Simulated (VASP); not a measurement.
# BiB (relaxed from the CsCl structure, space group Pm-3m): computed properties

These are r2SCAN meta-GGA, VASP's PBE PAW potentials (set 64) (plane waves; VASP) values and carry that method's errors.

```json
{
 "space_group": "Pm-3m (221)",
 "cell": "a = b = c = 3.3491 Å, α = β = γ = 90.00°",
 "volume_per_atom": "18.78 Å^3/atom",
 "band gap (over mesh and band path)": "none (metal, semimetal or under 0.01 eV)",
 "density": "9.72 g/cm³"
}
```

BiB is taken in the cubic space group Pm-3m (No. 221), the CsCl type structure, Pearson symbol cP2. Conventional cell: a = b = c = 3.3491 Å, α = β = γ = 90.00°. B on 1a sees 8 Bi at 2.900 Å (cubic). Bi on 1b has 8 B at 2.900 Å and 6 Bi at 3.349 Å. (Neighbours: up to the widest gap in distance over summed covalent radii, below 1.35, at either atom; cation-cation and far metal-metal contacts left out.)

Unless said otherwise, spin-orbit coupling is left out, though it shifts the bands of the heavy elements here.

The structure was generated: BiB was put into the CsCl type (Pm-3m), which need not be its known phase. It was relaxed first. Symmetry was kept, so distortions that lower it aren't found.
